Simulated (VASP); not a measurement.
VASP runs on Sb₂Se₃ (space group Pnma) share one base input (PBEsol GGA, plane waves, VASP's PBE PAW potentials (set 64)) and change the settings named in each case.

### INCAR
```
SYSTEM = Sb2Se3
PREC = Accurate
ENCUT = 300
EDIFF = 1E-6
NELM = 100
ALGO = Normal
LREAL = Auto
LASPH = .TRUE.
ISMEAR = 0
SIGMA = 0.01
GGA = PS
LMAXMIX = 4
LWAVE = .FALSE.
LCHARG = .FALSE.
ISIF = 2
```

### KPOINTS
```
K-points
0
gamma
 1 3 1
0 0 0
```

File POSCAR:
```
Sb2Se3
12.1580960
  1.0000000000   0.0000000000   0.0000000000
  0.0000000000   0.3236965722   0.0000000000
  0.0000000000   0.0000000000   0.9475459809
Sb Se
8 12
Cart
  0.1403200000   0.2427724292   0.0360920264
  0.8596800000   0.0809241431   0.9114539545
  0.3596800000   0.0809241431   0.5098650169
  0.6403200000   0.2427724292   0.4376809640
  0.0338100000   0.0809241431   0.3123016798
  0.9661900000   0.2427724292   0.6352443010
  0.4661900000   0.2427724292   0.7860746703
  0.5338100000   0.0809241431   0.1614713106
  0.9483500000   0.2427724292   0.1208405389
  0.0516500000   0.0809241431   0.8267054419
  0.5516500000   0.0809241431   0.5946135294
  0.4483500000   0.2427724292   0.3529324515
  0.2053300000   0.0809241431   0.1820235829
  0.7946700000   0.2427724292   0.7655223980
  0.2946700000   0.2427724292   0.6557965734
  0.7053300000   0.0809241431   0.2917494075
  0.6273500000   0.2427724292   0.0512622376
  0.3726500000   0.0809241431   0.8962837433
  0.8726500000   0.0809241431   0.5250352280
  0.1273500000   0.2427724292   0.4225107529
```

POTCAR, in this order: Sb Se (PBE.64 set). Program: vasp_std.

| change | E(σ→0) (eV/atom) | pressure (GPa) | largest force (eV/Å) | −TS (eV) |
|---|---|---|---|---|
| base run | -4.3772 | 1.74 | 0.635 | 0.0000 |
| EDIFF = 1E-09, ENCUT = 420, KPOINTS 2×5×2 Γ-centred mesh | -4.3766 | 1.77 | 0.664 | 0.0000 |
| KPOINTS 4×4×4 Γ-centred mesh | -4.3781 | 1.74 | 0.642 | 0.0000 |
| ENCUT = 240, KPOINTS 6×6×6 Γ-centred mesh shifted by (0.5, 0.5, 0.5) | -4.3743 | 1.74 | 0.670 | 0.0000 |
| EDIFF = 1E-03, ENCUT = 180, GGA removed, ISMEAR = 1, SIGMA = 0.2, KPOINTS 3×3×3 Γ-centred mesh shifted by (0.5, 0.5, 0.5), POTCAR Sb Se (LDA.64 set) | -4.6353 | -0.75 | 0.709 | 0.0382 |
| ENCUT = 150, GGA removed, ISMEAR = -1, SIGMA = 0.272, KPOINTS 2×2×2 Γ-centred mesh, POTCAR Sb Se (LDA.64 set) | -4.5528 | -1.83 | 0.629 | -0.9076 |
| EDIFF = 1E-04, ENCUT = 150, KPOINTS 8×8×8 Γ-centred mesh | -4.3604 | -1.10 | 0.764 | 0.0000 |
 Energies of different potentials or functionals have different zeros. Unless said otherwise, spin-orbit coupling is left out, though it shifts the bands of the heavy elements here.

Left out are runs that ran out of time, are held back, or changed the cell or the kind of run, fixed moments of cells without a moment, rows past the twelfth, gaps on odd meshes, pressures of charged cells and columns that move by less than the noise.

The structure comes from a computed database's Sb2Se3 entry; how it stands against other phases isn't given here. The cell was not relaxed at this level, forces remain on its atoms, its lattice was scaled by up to 2.5 %.
